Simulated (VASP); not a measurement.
Given:

```xyz
2
Lattice="0.0000 3.0128 3.0128 3.0128 0.0000 3.0128 3.0128 3.0128 0.0000" Properties=species:S:1:pos:R:3 pbc="T T T"
Ca     0.0000     0.0000     0.0000
Se     3.0128     3.0128     3.0128
```

Computed with revPBE GGA, VASP's PBE PAW potentials (set 64) (plane waves; VASP). Numerical set-up: 520 eV cut-off, 9×9×9 Γ-centred mesh, tetrahedra with Blöchl corrections, potentials Ca_sv Se.

**Question.** Estimate the energy per atom (σ→0).

**Answer.** 
- energy per atom (σ→0) = -4.488 eV/atom

Total energies compare only between runs with the same potentials, cut-off and functional.

The compound is CaSe in the rock salt structure. It was relaxed first, which changed the volume by +5 %.
